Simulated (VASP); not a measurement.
Input:

```yaml
crystal:
  lattice:
    - [1.27995, -2.21693, 0.00000]
    - [1.27995, 2.21693, 0.00000]
    - [0.00000, 0.00000, 7.19296]
  atoms:
    - { symbol: C, position: [0.00000, 0.00000, 0.25000] }
    - { symbol: C, position: [0.00000, 0.00000, 0.75000] }
    - { symbol: C, position: [0.33333, 0.66667, 0.25000] }
    - { symbol: C, position: [0.66667, 0.33333, 0.75000] }
```

Level of theory: PBEsol GGA, VASP's PBE PAW potentials (set 64) (plane waves; VASP). Run with 600 eV cut-off, 10×10×4 Γ-centred mesh, Gaussian smearing of 0.050 eV, potentials C.

Without a dispersion term in the relaxation, distances and binding between the weakly bound layers, chains or molecules are unreliable, and so is what depends on them.

Problem. Give the stress tensor in GPa (positive for a compressed cell).

Solution. 
```
-39.47    0.00    0.00
  0.00  -39.47    0.00
  0.00    0.00    0.02
```
The pressure is its mean diagonal, -26.31 GPa.

The compound is C in the graphite structure. This cell was strained or had an atom moved on purpose.
